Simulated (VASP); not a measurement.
Data:

```xyz
4
Lattice="4.6331 0.0000 0.0000 0.0000 4.6331 0.0000 0.0000 0.0000 4.6331" Properties=species:S:1:pos:R:3 pbc="T T T"
Ti     0.0000     2.3165     2.3165
Ti     2.3165     2.3165     0.0000
Ti     2.3165     0.0000     2.3165
Sr     0.0000     0.0000     0.0000
```

The numbers are results of PBE GGA, VASP's PBE PAW potentials (set 64) (plane waves; VASP 6.6.1), not measurements. Numerical set-up: 300 eV cut-off, 7×7×7 Γ-centred mesh, Fermi-Dirac smearing of 0.10 eV, potentials Ti_sv Sr_sv.

**Question.** Give the energies of bands 17 to 26 at the high-symmetry points, in eV from the Fermi level.

**Answer.** 
```json
[
 {"band": "17", "Γ": "-4.92", "X": "-3.03", "M": "-2.04", "R": "-2.04"},
 {"band": "18", "Γ": "-1.82", "X": "-2.93", "M": "-1.49", "R": "-2.04"},
 {"band": "19", "Γ": "-1.82", "X": "-0.92", "M": "-1.49", "R": "-2.04"},
 {"band": "20", "Γ": "-1.36", "X": "-0.77", "M": "-1.21", "R": "-1.26"},
 {"band": "21", "Γ": "-0.96", "X": "-0.36", "M": "-0.32", "R": "0.01"},
 {"band": "22", "Γ": "-0.96", "X": "-0.08", "M": "0.00", "R": "0.40"},
 {"band": "23", "Γ": "-0.96", "X": "-0.08", "M": "0.00", "R": "0.40"},
 {"band": "24", "Γ": "0.85", "X": "-0.04", "M": "0.05", "R": "0.40"},
 {"band": "25", "Γ": "0.85", "X": "-0.04", "M": "0.05", "R": "0.90"},
 {"band": "26", "Γ": "0.85", "X": "0.12", "M": "0.20", "R": "0.90"}
]
```

It has no gap at this level: it comes out as a metal or semimetal.

The structure was generated: SrTi3 was put into an ordered model structure, which need not be its known phase. The cell was not relaxed at this level.
